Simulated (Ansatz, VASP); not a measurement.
# MgS (Niningerite) in two plane-wave programs, part 2 of 2

Aim: how closely do two programs agree when they are given the same cell, functional and k mesh? The cell is taken from a series of runs on this material, whose earlier steps may have relaxed, scaled, displaced or heated it; both programs get it as it stands.

VASP 6.6.1 and Ansatz 0.2.0.

So far: The starting structure; VASP: relaxation of cell and atoms, PBEsol; Ansatz: relaxation of cell and atoms, PBEsol; Side by side.

## Step 5: Ansatz: zone-centre phonons, PBEsol

Level of this step: Ansatz beside VASP: Kohn-Sham DFT, plane waves, PBEsol (Ansatz).

Second derivatives magnify differences that forces hide, and they need a tight electronic threshold.

The cell is taken from a series of runs on this material, whose earlier steps may have relaxed, scaled, displaced or heated it; both programs get it as it stands.

File input.yaml:

```yaml
crystal:
  lattice:
    - [0.0, 2.5917213801, 2.5917213801]
    - [2.5917213801, 0.0, 2.5917213801]
    - [2.5917213801, 2.5917213801, 0.0]
  atoms:
    - { symbol: Mg, position: [0.0, 0.0, 0.0] }
    - { symbol: S, position: [0.5, 0.5, 0.5] }
kpoints:
  mp_grid: { grid: [8, 8, 8] }
hamiltonian:
  xc: pbesol
  pseudopotentials: { kind: nc, accuracy: standard }
scf:
  occupations: { method: fixed }
output:
  eigenvalues: true
phonons:
  method: dfpt
  dielectric: true
  rigid_motions: translations
```

Launch:

```console
$ ansatz run input.yaml --threads 4 --pin off --max-ram 7168MiB --backend cpu --events-out ev --progress --plain --runs-dir out
```

Numbers of over 12 decimals in the logs are rounded to 6 here.

Log:

```text
[...]
Crystal: 2 atoms, lattice volume = 34.817 Å³
Basis set: ecut = 1142.878222 eV, 3119 PW (Γ), exchange–correlation on 90×90×90 points (8 copies of the dense FFT grid, shifted against one another)
Bands: 12, of which v1, the nominal top of the filled ones, is band 8 counted from 1 (7 counted from 0)
Symmetry: 48 space group operations
k-points: 59 of 512 (irreducible under 8 space group operations, time reversal used)
[...]
optical modes at Γ + LO–TO along q̂ = [1.0000, 0.0000, 0.0000]:
      ω (cm⁻¹)  modes    IR ((D/Å)²/amu)
[...]
optical modes at Γ + LO–TO along q̂ = [0.0000, 1.0000, 0.0000]:
      ω (cm⁻¹)  modes    IR ((D/Å)²/amu)
        242.14      2            17.9343
        397.14      1             8.9671
  optical modes at Γ + LO–TO along q̂ = [0.0000, 0.0000, 1.0000]:
      ω (cm⁻¹)  modes    IR ((D/Å)²/amu)
        242.14      2            17.9343
        397.14      1             8.9671
[key lines of the parts left out:]
SCF converged after 8 iterations
Free energy (F): -1916.535718 eV
Fermi energy:    6.444688 eV
```

## Step 6: VASP: zone-centre phonons, PBEsol

The same cell, functional and mesh now go to VASP, with its own data sets.

File INCAR:

```
SYSTEM = MgS
PREC = Accurate
ENCUT = 600
EDIFF = 1E-08
NELM = 120
ISMEAR = 0
SIGMA = 0.01
LREAL = .FALSE.
ALGO = Normal
GGA = PS
NBANDS = 10
LORBIT = 11
LWAVE = .FALSE.
LCHARG = .FALSE.
ISIF = 2
IBRION = 8
LEPSILON = .TRUE.
LASPH = .TRUE.
GGA_COMPAT = .FALSE.
EFERMI = MIDGAP
```

File POSCAR:

```
MgS
1.0
    0.0000000000      2.5917213801      2.5917213801
    2.5917213801      0.0000000000      2.5917213801
    2.5917213801      2.5917213801      0.0000000000
Mg S
1 1
Direct
    0.0000000000      0.0000000000      0.0000000000
    0.5000000000      0.5000000000      0.5000000000
```

File KPOINTS:

```
Automatic mesh
0
Gamma
8 8 8
0 0 0
```

Potentials, in the order of the species: Mg and S (PBE family, release 64).

Launch:

```console
$ mpirun -np 1 vasp_std
```

Log:

```text
[banner, memory and clock lines left out]
running    1 mpi-ranks, on    1 nodes
[...]
[... a notice as in an earlier step ...]

 LDA part: xc-table for (Slater+PW92), standard interpolation
 POSCAR, INCAR and KPOINTS ok, starting setup
[...]
entering main loop
       N       E                     dE             d eps       ncg     rms          rms(c)
DAV:   1     0.246221116177E+02    0.24622E+02   -0.38638E+03   596   0.733E+02
DAV:   2    -0.776403884149E+01   -0.32386E+02   -0.30434E+02   732   0.110E+02
DAV:   3    -0.943061198798E+01   -0.16666E+01   -0.16619E+01   704   0.268E+01
DAV:   4    -0.944244003397E+01   -0.11828E-01   -0.11827E-01   702   0.249E+00
[...]
DAV:  12    -0.907546848011E+01    0.14468E-06   -0.16328E-07   686   0.232E-03    0.483E-03
DAV:  13    -0.907546838244E+01    0.97673E-07   -0.79130E-08   622   0.128E-03    0.190E-04
DAV:  14    -0.907546838067E+01    0.17671E-08   -0.84173E-10   342   0.215E-04
   1 F= -.90754684E+01 E0= -.90754684E+01  d E =0.000000E+00
[...]
RMM:  10    -0.177048908127E-02   -0.21501E-08   -0.12506E-10  2125   0.596E-06    0.803E-07
 first order change of Fermi-energy  -0.22177E-04
 force on displaced ion       1 direction 1 :  -2.985   0.000   0.000
 Born effective charge ion    1 direction 1 :   2.304   0.000   0.000
 Linear response progress:
  Degree of freedom:   2/  2
       N       E                     dE             d eps       ncg     rms          rms(c)
RMM:   1    -0.104753376463E+00   -0.10475E+00    0.32250E-02  2535   0.215E+00
RMM:   2    -0.104804263558E+00   -0.50887E-04   -0.11253E-03  1848   0.234E-01    0.102E-01
RMM:   3    -0.105416787899E+00   -0.61252E-03   -0.14822E-04  1760   0.661E-02    0.493E-02
RMM:   4    -0.106092436389E+00   -0.67565E-03   -0.93594E-05  1822   0.494E-02    0.156E-02
[...]
RMM:  11    -0.106140297856E+00    0.10938E-06   -0.11195E-07  2004   0.278E-05    0.312E-06
RMM:  12    -0.106140308200E+00   -0.10344E-07   -0.14489E-07  2076   0.189E-05    0.125E-06
RMM:  13    -0.106140314055E+00   -0.58557E-08   -0.54096E-08  1594   0.168E-05    0.571E-07
 first order change of Fermi-energy   0.85949E-03
 force on displaced ion       2 direction 1 :  -2.983   0.000   0.000
 Born effective charge ion    2 direction 1 :  -2.316   0.000   0.000
 Born effective charges drift removed
 Linear response finished
```

Parts of OUTCAR (step 6):

```text
  Total       -0.0512878     -0.0512878     -0.0512878      0.0000000     -0.0000000      0.0000000
  in kB       -2.3600983     -2.3600983     -2.3600983      0.0000000     -0.0000000      0.0000000
  external PRESSURE =      -2.3600983 kB  Pullay stress =       0.0000000 kB

 POSITION                                       TOTAL-FORCE (eV/Angst)
 -----------------------------------------------------------------------------------
      0.00000      0.00000      0.00000        -0.000000      0.000000      0.000000
      2.59172      2.59172      2.59172         0.000000     -0.000000      0.000000
 -----------------------------------------------------------------------------------
    total drift:                               -0.000000     -0.000000      0.000000

 MACROSCOPIC STATIC DIELECTRIC TENSOR (including local field effects in DFT)
 ------------------------------------------------------
           5.520811     0.000000     0.000000
          -0.000000     5.520811     0.000000
          -0.000000    -0.000000     5.520811
 ------------------------------------------------------

 MACROSCOPIC STATIC DIELECTRIC TENSOR IONIC CONTRIBUTION
 ------------------------------------------------------
           9.295752    -0.000000    -0.000000
          -0.000000     9.295752    -0.000000
          -0.000000    -0.000000     9.295752
 ------------------------------------------------------

[... 1 part as in an earlier step ...]

[... 1 further part left out ...]
```

## Step 7: Comparison

What differs besides the data sets and the points named for the pairs above, as far as they apply: VASP's response is taken on the typed mesh, Ansatz refines its own for the field response alone; the data sets hold 16 valence electrons in Ansatz (on norm-conserving files, of PseudoDojo where its log says so) and 8 in VASP. Total energies have different zeros and are not compared.

Compared:

```
                                     quantity  Ansatz   VASP  difference
                                        ε∞ xx    5.54   5.52     +0.41 %
                                        ε∞ yy    5.54   5.52     +0.41 %
                                        ε∞ zz    5.54   5.52     +0.41 %
Born charge of Mg1 (mean of the diagonal) (e)    2.32   2.31       +0.01
 Born charge of S2 (mean of the diagonal) (e)   -2.32  -2.31       -0.01
                   optical mode 1 to 3 (cm⁻¹)   242.1  242.3     -0.06 %
```

Modes are paired by rising frequency, not by their patterns, so a pair may set unlike modes beside each other; they are those without the splitting of longitudinal modes.

## Step 8: Summary of results

| Property | Result |
| --- | --- |
| difference in volume (relaxation of cell and atoms, PBEsol) | 0.30 % |
| r.m.s. difference of the optical zone-centre modes, each program's sorted by frequency (zone-centre phonons, PBEsol) | 0.13 cm⁻¹ |

The difference in volume is 0.30 % (relaxation of cell and atoms, PBEsol), within the 1.2 % picked in this series as the mark of a large difference, as far as the stopping tolerances let one tell. The data sets hold unlike numbers of valence electrons (16 in Ansatz and 8 in VASP), so part of the differences comes from the potentials. How closely two codes agree says nothing of how well the functional describes the real material.

[Lines on the potential files, build, host, timing and source positions are cut from VASP's logs without a mark.]

[Logs are printed without paths, hosts, clocks, repeated set-up lines and the standing remarks that a program may print on its own settings, such as how far it seeks lower states.]

[Hosts, paths, dates, database ids (printed as entryN), source tags and the programs' standing remarks are cut or masked in the printed files.]
